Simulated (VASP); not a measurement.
Computed with SCAN meta-GGA, VASP's PBE PAW potentials (set 64) (plane waves; VASP).

VASP ran on this input.

**INCAR**
```
! general
SYSTEM  = Ni3Si
PREC    = Accurate
ENCUT   = 520   ! plane-wave cut-off (eV)
LREAL   = .FALSE.   ! projection in real space or not
LASPH   = .TRUE.

! electronic loop
EDIFF   = 1E-6
NELM    = 100   ! most electronic steps
ALGO    = Normal   ! blocked Davidson
LMAXMIX = 4   ! l cut-off of mixed one-centre charges
LMIXTAU = .TRUE.

! smearing
ISMEAR  = 1   ! Methfessel-Paxton
SIGMA   = 0.1   ! width (eV)

! functional
METAGGA = SCAN

! ions
IBRION  = 2   ! conjugate gradients
NSW     = 60
ISIF    = 3   ! ions, shape and volume
EDIFFG  = -0.02

! output
LWAVE   = .FALSE.
LCHARG  = .FALSE.
```

KPOINTS:
```
K-points
0
gamma
  8 8 8
0 0 0
```

File POSCAR:
```
Ni3Si
1
    3.4628876299    -0.0000000000    -0.0000000000
   -0.0000000000     3.4628876299     0.0000000000
   -0.0000000000     0.0000000000     3.4628876299
Si Ni
1 3
Direct
  0.0000000000   0.0000000000   0.0000000000
  0.0000000000   0.5000000000   0.5000000000
  0.5000000000   0.0000000000   0.5000000000
  0.5000000000   0.5000000000   0.0000000000
```

POTCAR, in this order: Si Ni (PBE.64 set). Program: vasp_std.

The run wrote:

File OSZICAR:
```
       N       E                     dE             d eps       ncg     rms          rms(c)
DAV:   1     0.170287256419E+03    0.17029E+03   -0.16458E+04  1486   0.226E+03
DAV:   2    -0.565232468383E+02   -0.22681E+03   -0.21902E+03  1470   0.387E+02
DAV:   3    -0.678301981135E+02   -0.11307E+02   -0.10910E+02  1595   0.118E+02
DAV:   4    -0.680660728573E+02   -0.23587E+00   -0.23472E+00  1718   0.149E+01
DAV:   5    -0.680744326193E+02   -0.83598E-02   -0.83587E-02  1828   0.273E+00    0.212E+01
DAV:   6    -0.642794588492E+02    0.37950E+01   -0.67272E+01  1672   0.140E+02    0.183E+01
DAV:   7    -0.603118962243E+02    0.39676E+01   -0.18470E+01  1605   0.725E+01    0.452E+00
DAV:   8    -0.602649888476E+02    0.46907E-01   -0.73420E-01  1508   0.694E+00    0.222E+00
DAV:   9    -0.602325050248E+02    0.32484E-01   -0.22753E-01  1636   0.731E+00    0.618E-01
DAV:  10    -0.602436389187E+02   -0.11134E-01   -0.37906E-02  1500   0.212E+00    0.307E-01
DAV:  11    -0.602452952537E+02   -0.16563E-02   -0.10763E-02  1520   0.118E+00    0.115E-01
DAV:  12    -0.602450539456E+02    0.24131E-03   -0.10489E-02  1500   0.114E+00    0.904E-02
DAV:  13    -0.602445357519E+02    0.51819E-03   -0.15224E-03  1545   0.482E-01    0.345E-02
DAV:  14    -0.602447002493E+02   -0.16450E-03   -0.18212E-04  1804   0.169E-01    0.182E-02
DAV:  15    -0.602446423658E+02    0.57883E-04   -0.21353E-04  1529   0.198E-01    0.869E-03
DAV:  16    -0.602446582085E+02   -0.15843E-04   -0.38001E-05  1510   0.763E-02    0.581E-03
DAV:  17    -0.602446248728E+02    0.33336E-04   -0.92751E-06  1625   0.319E-02    0.245E-03
DAV:  18    -0.602446355216E+02   -0.10649E-04   -0.43015E-06  1376   0.247E-02    0.732E-04
DAV:  19    -0.602446334067E+02    0.21148E-05   -0.73847E-07   870   0.111E-02    0.512E-04
DAV:  20    -0.602446342757E+02   -0.86897E-06   -0.13425E-07   795   0.477E-03
   1 F= -.60244634E+02 E0= -.60244844E+02  d E =-.602446E+02
       N       E                     dE             d eps       ncg     rms          rms(c)
DAV:   1    -0.606287647818E+02   -0.38413E+00   -0.46757E+00  1500   0.348E+01    0.540E+00
DAV:   2    -0.605322902594E+02    0.96475E-01   -0.46064E+00  1644   0.371E+01    0.370E+00
DAV:   3    -0.602598588391E+02    0.27243E+00   -0.11837E+00  1641   0.190E+01    0.816E-01
DAV:   4    -0.602494474366E+02    0.10411E-01   -0.41382E-02  1493   0.173E+00    0.281E-01
DAV:   5    -0.602477009567E+02    0.17465E-02   -0.81302E-03  1564   0.112E+00    0.127E-01
DAV:   6    -0.602474192558E+02    0.28170E-03   -0.33209E-03  1470   0.619E-01    0.540E-02
DAV:   7    -0.602472537809E+02    0.16547E-03   -0.28924E-03  1470   0.627E-01    0.522E-02
DAV:   8    -0.602467744360E+02    0.47934E-03   -0.96777E-04  1470   0.379E-01    0.135E-02
DAV:   9    -0.602468491432E+02   -0.74707E-04   -0.10717E-04  1550   0.122E-01    0.879E-03
DAV:  10    -0.602468206309E+02    0.28512E-04   -0.59549E-05  1470   0.985E-02    0.228E-03
DAV:  11    -0.602468108928E+02    0.97381E-05   -0.28513E-06  1283   0.200E-02    0.173E-03
DAV:  12    -0.602468137185E+02   -0.28257E-05   -0.50012E-07   750   0.110E-02    0.738E-04
DAV:  13    -0.602468118421E+02    0.18764E-05   -0.10700E-07   735   0.515E-03    0.691E-04
DAV:  14    -0.602468144210E+02   -0.25789E-05   -0.11805E-07   735   0.560E-03    0.422E-04
DAV:  15    -0.602468136779E+02    0.74313E-06   -0.31754E-08   735   0.328E-03
   2 F= -.60246814E+02 E0= -.60247028E+02  d E =-.217940E-02
       N       E                     dE             d eps       ncg     rms          rms(c)
DAV:   1    -0.603142166945E+02   -0.67402E-01   -0.72795E-01  1495   0.140E+01    0.215E+00
DAV:   2    -0.602946612185E+02    0.19555E-01   -0.75179E-01  1649   0.149E+01    0.153E+00
DAV:   3    -0.602521721799E+02    0.42489E-01   -0.19922E-01  1636   0.781E+00    0.327E-01
DAV:   4    -0.602518544200E+02    0.31776E-03   -0.11034E-02  1521   0.928E-01    0.126E-01
DAV:   5    -0.602507540248E+02    0.11004E-02   -0.35214E-03  1512   0.729E-01    0.530E-02
DAV:   6    -0.602510056877E+02   -0.25166E-03   -0.88254E-04  1470   0.323E-01    0.361E-02
DAV:   7    -0.602510041231E+02    0.15646E-05   -0.10712E-03  1470   0.400E-01    0.229E-02
DAV:   8    -0.602509588111E+02    0.45312E-04   -0.12029E-04  1470   0.133E-01    0.118E-02
DAV:   9    -0.602509399981E+02    0.18813E-04   -0.13100E-05  1520   0.419E-02    0.852E-03
DAV:  10    -0.602509530186E+02   -0.13020E-04   -0.52300E-05  1470   0.913E-02    0.274E-03
DAV:  11    -0.602509515951E+02    0.14236E-05   -0.62730E-06  1470   0.299E-02    0.193E-03
DAV:  12    -0.602509516983E+02   -0.10328E-06   -0.10624E-07   735   0.454E-03
   3 F= -.60250952E+02 E0= -.60251164E+02  d E =-.631742E-02
       N       E                     dE             d eps       ncg     rms          rms(c)
DAV:   1    -0.602663415293E+02   -0.15390E-01   -0.17411E-01  1500   0.680E+00    0.105E+00
DAV:   2    -0.602602364334E+02    0.61051E-02   -0.18114E-01  1649   0.731E+00    0.758E-01
DAV:   3    -0.602507837226E+02    0.94527E-02   -0.48410E-02  1636   0.385E+00    0.158E-01
DAV:   4    -0.602507559687E+02    0.27754E-04   -0.24929E-03  1511   0.435E-01    0.584E-02
DAV:   5    -0.602505209158E+02    0.23505E-03   -0.64388E-04  1499   0.309E-01    0.281E-02
DAV:   6    -0.602505859165E+02   -0.65001E-04   -0.12674E-04  1470   0.118E-01    0.176E-02
DAV:   7    -0.602506321918E+02   -0.46275E-04   -0.22051E-04  1478   0.181E-01    0.108E-02
DAV:   8    -0.602506296118E+02    0.25801E-05   -0.33793E-05  1470   0.694E-02    0.552E-03
DAV:   9    -0.602506193703E+02    0.10241E-04   -0.47685E-06  1408   0.248E-02    0.360E-03
DAV:  10    -0.602506275622E+02   -0.81919E-05   -0.10136E-05  1470   0.405E-02    0.976E-04
DAV:  11    -0.602506277924E+02   -0.23019E-06   -0.96016E-07   800   0.117E-02
   4 F= -.60250628E+02 E0= -.60250840E+02  d E =-.599352E-02
```

### OUTCAR
```
------------------------ aborting loop because EDIFF is reached ----------------------------------------
  FORCE on cell =-STRESS in cart. coord.  units (eV):
  Direction    XX          YY          ZZ          XY          YZ          ZX
  --------------------------------------------------------------------------------------
  Total        0.0050816      0.0050816      0.0050816     -0.0000000     -0.0000000      0.0000000
  in kB        0.1981503      0.1981503      0.1981503     -0.0000000     -0.0000000      0.0000000
  external PRESSURE =       0.1981503 kB  Pullay stress =       0.0000000 kB
  volume of cell :       41.09
      direct lattice vectors                 reciprocal lattice vectors
     3.450680504  0.000000000  0.000000000     0.289797911 -0.000000000 -0.000000000
     0.000000000  3.450680504  0.000000000    -0.000000000  0.289797911  0.000000000
     0.000000000 -0.000000000  3.450680504    -0.000000000 -0.000000000  0.289797911
 POSITION                                       TOTAL-FORCE (eV/Angst)
 -----------------------------------------------------------------------------------
      0.00000      0.00000      0.00000        -0.000000      0.000000      0.000000
      0.00000      1.72534      1.72534         0.000000     -0.000000      0.000000
      1.72534     -0.00000      1.72534        -0.000000     -0.000000      0.000000
      1.72534      1.72534      0.00000        -0.000000      0.000000      0.000000
 -----------------------------------------------------------------------------------
    total drift:                                0.000000      0.000000      0.000000
  FREE ENERGIE OF THE ION-ELECTRON SYSTEM (eV)
  ---------------------------------------------------
  free  energy   TOTEN  =       -60.2506277924 eV

  energy  without entropy=      -60.2512647703  energy(sigma->0) =      -60.25084012

 reached required accuracy - stopping structural energy minimisation
```
(Selected blocks of OUTCAR.)

CONTCAR:
```
Ni3Si
   1.00000000000000
     3.4506805040663755    0.0000000000000000    0.0000000000000000
     0.0000000000000000    3.4506805040663755    0.0000000000000000
     0.0000000000000000   -0.0000000000000000    3.4506805040663755
  Si              Ni
     1     3
Direct
     0.0000000000000000    0.0000000000000000    0.0000000000000000
     0.0000000000000000    0.5000000000000000    0.5000000000000000
     0.5000000000000000    0.0000000000000000    0.5000000000000000
     0.5000000000000000    0.5000000000000000    0.0000000000000000
```

**OUTCAR**
```
 val. band max:       11.1186188611   @ k =   0.1250   0.1250   0.0000

 cond. band min:      11.1579052338   @ k =   0.5000   0.3750   0.3750


 Fermi energy:        11.1439151906

 k-point     1 :       0.0000    0.0000    0.0000
  band No.  band energies     occupation
      1      -1.6280      2.00000
      2       5.7377      2.00000
      3       6.5905      2.00000
      4       6.5905      2.00000
      5       7.2198      2.00000
      6       7.2199      2.00000
      7       7.2199      2.00000
      8       9.4149      2.00000
      9       9.4151      2.00000
     10       9.4151      2.00000
     11      10.1914      2.00000
     12      10.1914      2.00000
     13      10.1914      2.00000
     14      10.3679      2.00000
     15      10.3679      2.00000
     16      10.7900      2.00001
     17      11.2186      0.04990
     18      11.2187      0.04918
     19      11.2187      0.04918
     20      16.6332      0.00000
     21      17.8431      0.00000

 k-point     2 :       0.1250    0.0000    0.0000
  band No.  band energies     occupation
      1      -1.4290      2.00000
      2       5.7591      2.00000
      3       6.3376      2.00000
      4       6.7323      2.00000
      5       7.2034      2.00000
      6       7.2035      2.00000
      7       7.2802      2.00000
      8       9.1059      2.00000
      9       9.1060      2.00000
     10       9.3482      2.00000
     11       9.6555      2.00000
     12      10.2859      2.00000
     13      10.2860      2.00000
     14      10.3658      2.00000
     15      10.3700      2.00000
     16      10.7076      2.00000
     17      11.2189      0.04791
     18      11.6125     -0.00000
     19      11.6126     -0.00000
     20      16.9407      0.00000
     21      17.7853      0.00000

 k-point     3 :       0.2500    0.0000    0.0000
  band No.  band energies     occupation
      1      -0.8503      2.00000
      2       5.0046      2.00000
      3       6.3056      2.00000
...
```

The compound is Ni3Si in the L1_2 structure. This run relaxes it. Symmetry was kept, so distortions that lower it aren't found. The start is the result of an earlier pass. The run is not spin-polarised, so no magnetic state was tried.
